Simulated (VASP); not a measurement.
Input of a VASP 6.6.1 run:

INCAR

```
ALGO     = Normal         # electronic algorithm
EDIFF    = 1E-6           # SCF threshold, eV
EDIFFG   = -0.01          # ionic threshold
ENCUT    = 600            # plane-wave cutoff, eV
GGA      = PE             # functional
IBRION   = 2              # ionic algorithm
ISIF     = 3              # what is computed and relaxed
ISMEAR   = 1              # smearing method
IVDW     = 12             # dispersion correction
LASPH    = T              # aspherical terms in the spheres
LCHARG   = F              # write CHGCAR
LREAL    = F              # projectors in reciprocal space
LWAVE    = F              # write WAVECAR
NELM     = 80             # most SCF steps
NSW      = 90             # ionic steps
PREC     = Accurate       # precision mode
SIGMA    = 0.1            # smearing width, eV
```

The input KPOINTS:

```
k-points
0
Gamma
  16 16 16
```

POSCAR

```
Nb
1.0
   -1.6639500000      1.6639500000      1.6639500000
    1.6639500000     -1.6639500000      1.6639500000
    1.6639500000      1.6639500000     -1.6639500000
Nb
1
Direct
    0.0000000000      0.0000000000      0.0000000000
```

Potentials or basis: VASP PAW PBE potentials, release 64 (Nb_sv).

Command:

```console
$ cat potpaw_PBE.64/Nb_sv/POTCAR > POTCAR
$ mpirun -np 1 vasp_std > vasp.out
```

What does it give for the band gap on the k mesh?

None (metal or under the smearing width).

What does it give for the relaxed cell?

a = 2.826 Å, b = 2.826 Å, c = 2.826 Å, α = 109.47°, β = 109.47°, γ = 109.47°.

Estimate the dispersion energy per atom.

-0.764 eV.

The path:
```csv
step,energy change (eV),largest force (eV/Å),pressure (GPa),volume (Å³)
1,0.0000,0.0000,-9.72,18.43
2,0.0904,0.0000,24.59,15.60
3,-0.0340,0.0000,-0.47,17.41
4,-0.0340,0.0000,-0.07,17.37
```

Caveat: pairwise dispersion overbinds metals, which lowers pressure and volume.
